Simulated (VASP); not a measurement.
Data:

```xyz
2
Lattice="-2.3956 2.3956 1.3071 2.3956 -2.3956 1.3071 2.3956 2.3956 -1.3071" Properties=species:S:1:pos:R:3 pbc="T T T"
Tc     0.0000     2.3956     0.6535
Tc     0.0000     0.0000     0.0000
```

Level of theory: PBEsol GGA, VASP's PBE PAW potentials (set 64) (plane waves; VASP). Settings: 400 eV cut-off, 14×14×14 Γ-centred mesh, first-order Methfessel-Paxton smearing of 0.10 eV, potentials Tc_pv.

**Question.** The ions, cell shape and volume are relaxed. Which structure does the run end with?

**Answer.** 
```xyz
2
Lattice="-2.4490 2.4490 1.2644 2.4490 -2.4490 1.2644 2.4490 2.4490 -1.2644" Properties=species:S:1:pos:R:3 pbc="T T T"
Tc     0.0000     2.4490     0.6322
Tc     2.4490    -2.4490     1.2644
```
Space group I4_1/amd (141), at a tolerance of 0.03 Å.

**Question.** How do energy and volume change from the first to the last step?

**Answer.** The energy (σ→0) changes by -23.1 meV/atom and the volume by +1.1 %, in 14 ionic steps.

```tsv
step	E(σ→0) (eV)	max force (eV/Å)	pressure (GPa)	volume (Å³)
1	-20.7814	0.000	3.16	30.00
2	-20.8038	0.000	-7.85	31.28
3	-20.8144	0.000	-4.28	30.80
4	-20.8028	0.000	5.64	29.81
5	-20.8276	0.000	-0.39	30.37
6	-20.8276	0.000	-0.35	30.36
7	-20.8275	0.000	-0.23	30.35
8	-20.8276	0.000	0.31	30.29
9	-20.8277	0.000	0.19	30.31
10	-20.8277	0.000	0.14	30.32
11	-20.8277	0.000	0.08	30.32
12	-20.8277	0.000	0.06	30.32
13	-20.8277	0.000	0.08	30.32
14	-20.8277	0.000	0.00	30.33
```

The structure was generated: Tc was put into the beta-Sn type (I4_1/amd), which need not be its known phase. This run relaxes it. Symmetry was kept, so distortions that lower it aren't found.
